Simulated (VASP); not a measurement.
Here is the system:

```yaml
crystal:
  lattice:
    - [1.25907, -2.18078, 0.00000]
    - [1.25907, 2.18078, 0.00000]
    - [0.00000, 0.00000, 4.06643]
  atoms:
    - { symbol: Co, position: [0.33333, 0.66667, 0.25000], spin: 1.6 }
    - { symbol: Co, position: [0.66667, 0.33333, 0.75000], spin: 1.6 }
```

Computed with PBE GGA with D4 dispersion, VASP's PBE PAW potentials (set 64) (plane waves; VASP). Numerical set-up: 520 eV cut-off, 17×17×9 Γ-centred mesh, first-order Methfessel-Paxton smearing of 0.10 eV, potentials Co.

Task: Give the stress tensor in GPa (positive for a compressed cell).

Result: 
```
-11.52    0.00    0.00
  0.00  -11.52    0.00
  0.00    0.00  -11.63
```
The pressure is its mean diagonal, -11.56 GPa.

The compound is Co in the hcp structure. This cell is one point of a volume scan, at 1.06 of the reference volume.
